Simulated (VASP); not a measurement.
OSZICAR of a VASP run on ZrAs (relaxed from the wurtzite structure, space group P6_3/mmc):

File OSZICAR:
```
       N       E                     dE             d eps       ncg     rms          rms(c)
DAV:   1     0.193229961873E+03    0.19323E+03   -0.15619E+04  1024   0.128E+03
DAV:   2    -0.696728785539E+02   -0.26290E+03   -0.25669E+03  1207   0.365E+02
DAV:   3    -0.928810625615E+02   -0.23208E+02   -0.22990E+02  1848   0.783E+01
DAV:   4    -0.942100590091E+02   -0.13290E+01   -0.13241E+01  1428   0.183E+01
DAV:   5    -0.942625275374E+02   -0.52469E-01   -0.52456E-01  1518   0.277E+00    0.213E+01
DAV:   6    -0.819583017890E+02    0.12304E+02   -0.12468E+01  1544   0.240E+01    0.654E+00
DAV:   7    -0.776325617031E+02    0.43257E+01   -0.23566E+00  1143   0.118E+01    0.179E+00
DAV:   8    -0.788282893321E+02   -0.11957E+01   -0.25981E+00  1350   0.104E+01    0.137E+00
DAV:   9    -0.784396477491E+02    0.38864E+00   -0.25595E-01  1212   0.514E+00    0.949E-01
DAV:  10    -0.785151725231E+02   -0.75525E-01   -0.17738E-01  1253   0.297E+00    0.448E-01
DAV:  11    -0.789367975780E+02   -0.42163E+00   -0.12854E-01  1098   0.311E+00    0.286E-01
DAV:  12    -0.789610174370E+02   -0.24220E-01   -0.49623E-03  1465   0.500E-01    0.226E-01
DAV:  13    -0.790109217702E+02   -0.49904E-01   -0.28654E-02  1048   0.143E+00    0.150E-01
DAV:  14    -0.790089092328E+02    0.20125E-02   -0.60701E-03  1554   0.486E-01    0.667E-02
DAV:  15    -0.790091064258E+02   -0.19719E-03   -0.58510E-04  1572   0.240E-01    0.464E-02
DAV:  16    -0.790124979362E+02   -0.33915E-02   -0.25266E-03  1126   0.373E-01    0.186E-02
DAV:  17    -0.790125562889E+02   -0.58353E-04   -0.11244E-04  1393   0.749E-02    0.175E-02
DAV:  18    -0.790125454673E+02    0.10822E-04   -0.87881E-06  1100   0.140E-02    0.154E-02
DAV:  19    -0.790125027201E+02    0.42747E-04   -0.97601E-05  1250   0.476E-02    0.642E-03
DAV:  20    -0.790125404097E+02   -0.37690E-04   -0.25856E-05  1242   0.341E-02    0.147E-03
DAV:  21    -0.790125419465E+02   -0.15368E-05   -0.22236E-06   895   0.976E-03    0.955E-04
DAV:  22    -0.790125418566E+02    0.89907E-07   -0.45219E-07   629   0.530E-03
   1 F= -.79012542E+02 E0= -.79010800E+02  d E =-.790125E+02
       N       E                     dE             d eps       ncg     rms          rms(c)
DAV:   1    -0.795985219616E+02   -0.58598E+00   -0.25987E+01  1016   0.451E+01    0.622E+00
DAV:   2    -0.790586816175E+02    0.53984E+00   -0.18646E+00  1225   0.108E+01    0.260E+00
DAV:   3    -0.789674840255E+02    0.91198E-01   -0.79927E-01  1453   0.655E+00    0.113E+00
DAV:   4    -0.789792440828E+02   -0.11760E-01   -0.13256E-01  1395   0.250E+00    0.474E-01
DAV:   5    -0.789708837995E+02    0.83603E-02   -0.94760E-02  1174   0.220E+00    0.267E-01
DAV:   6    -0.789933004762E+02   -0.22417E-01   -0.17350E-02  1187   0.105E+00    0.227E-01
DAV:   7    -0.789955195252E+02   -0.22190E-02   -0.53515E-03  1752   0.407E-01    0.116E-01
DAV:   8    -0.789964908964E+02   -0.97137E-03   -0.84566E-04  1173   0.237E-01    0.643E-02
DAV:   9    -0.789965320777E+02   -0.41181E-04   -0.45356E-04  1382   0.121E-01    0.298E-02
DAV:  10    -0.789965653665E+02   -0.33289E-04   -0.30038E-05  1560   0.420E-02    0.149E-02
DAV:  11    -0.789966079924E+02   -0.42626E-04   -0.34754E-05  1218   0.475E-02    0.119E-02
DAV:  12    -0.789966105184E+02   -0.25261E-05   -0.71360E-06  1146   0.249E-02    0.319E-03
DAV:  13    -0.789966126052E+02   -0.20868E-05   -0.27668E-06   948   0.135E-02    0.948E-04
DAV:  14    -0.789966125892E+02    0.15974E-07   -0.23501E-07   669   0.422E-03
   2 F= -.78996613E+02 E0= -.78994493E+02  d E =0.159293E-01
       N       E                     dE             d eps       ncg     rms          rms(c)
DAV:   1    -0.792293750429E+02   -0.23276E+00   -0.83333E+00  1024   0.254E+01    0.374E+00
DAV:   2    -0.790617615659E+02    0.16761E+00   -0.55773E-01  1153   0.599E+00    0.140E+00
DAV:   3    -0.790317183752E+02    0.30043E-01   -0.21384E-01  1462   0.344E+00    0.674E-01
DAV:   4    -0.790317335867E+02   -0.15211E-04   -0.43996E-02  1380   0.143E+00    0.238E-01
DAV:   5    -0.790331915796E+02   -0.14580E-02   -0.25126E-02  1209   0.117E+00    0.150E-01
DAV:   6    -0.790383447777E+02   -0.51532E-02   -0.51279E-03  1166   0.552E-01    0.121E-01
DAV:   7    -0.790386882419E+02   -0.34346E-03   -0.12539E-03  1667   0.181E-01    0.467E-02
DAV:   8    -0.790387101295E+02   -0.21888E-04   -0.98596E-05  1297   0.874E-02    0.295E-02
DAV:   9    -0.790387121483E+02   -0.20189E-05   -0.10072E-04  1365   0.724E-02    0.103E-02
DAV:  10    -0.790387243236E+02   -0.12175E-04   -0.18679E-05  1577   0.339E-02    0.752E-03
DAV:  11    -0.790387255720E+02   -0.12484E-05   -0.19556E-06   897   0.106E-02    0.564E-03
DAV:  12    -0.790387257734E+02   -0.20146E-06   -0.20399E-06   754   0.108E-02
   3 F= -.79038726E+02 E0= -.79036636E+02  d E =-.261839E-01
       N       E                     dE             d eps       ncg     rms          rms(c)
DAV:   1    -0.790387713114E+02   -0.45739E-04   -0.19238E-03  1021   0.390E-01    0.563E-02
DAV:   2    -0.790387321092E+02    0.39202E-04   -0.12900E-04  1170   0.915E-02    0.215E-02
DAV:   3    -0.790387260073E+02    0.61019E-05   -0.49994E-05  1415   0.530E-02    0.970E-03
DAV:   4    -0.790387268265E+02   -0.81914E-06   -0.89445E-06  1326   0.204E-02
   4 F= -.79038727E+02 E0= -.79036643E+02  d E =-.261850E-01
       N       E                     dE             d eps       ncg     rms          rms(c)
DAV:   1    -0.790402059483E+02   -0.14799E-02   -0.62811E-02  1018   0.218E+00    0.280E-01
DAV:   2    -0.790390043004E+02    0.12016E-02   -0.40578E-03  1373   0.482E-01    0.121E-01
DAV:   3    -0.790386986796E+02    0.30562E-03   -0.21626E-03  1327   0.340E-01    0.734E-02
DAV:   4    -0.790387696944E+02   -0.71015E-04   -0.34088E-04  1324   0.128E-01    0.334E-02
DAV:   5    -0.790387423487E+02    0.27346E-04   -0.20316E-04  1246   0.986E-02    0.162E-02
DAV:   6    -0.790388018648E+02   -0.59516E-04   -0.40324E-05  1279   0.510E-02    0.112E-02
DAV:   7    -0.790388026553E+02   -0.79049E-06   -0.11537E-05  1164   0.249E-02    0.285E-03
DAV:   8    -0.790388097157E+02   -0.70604E-05   -0.68226E-06  1019   0.252E-02    0.135E-03
DAV:   9    -0.790388106026E+02   -0.88688E-06   -0.48395E-07   654   0.753E-03
   5 F= -.79038811E+02 E0= -.79036685E+02  d E =-.837761E-04
```

Which electronic solver shows in the log?

It is blocked Davidson (ALGO = Normal, or the opening steps of other solvers). The INCAR had ALGO = Normal.

Can the final energy be trusted as converged?

Self-consistency was reached. It stopped with EDIFF = 1E-6, NELM = 100, NSW = 60 and EDIFFG = -0.02 after 5 ionic steps (r2SCAN meta-GGA, plane waves, VASP's PBE PAW potentials (set 64)).

The structure was generated: ZrAs was put into the wurtzite type (P6_3mc), which need not be its known phase. This run relaxes it. It ends in space group P6_3/mmc. Symmetry was kept, so distortions that lower it aren't found. The start is the result of an earlier pass.
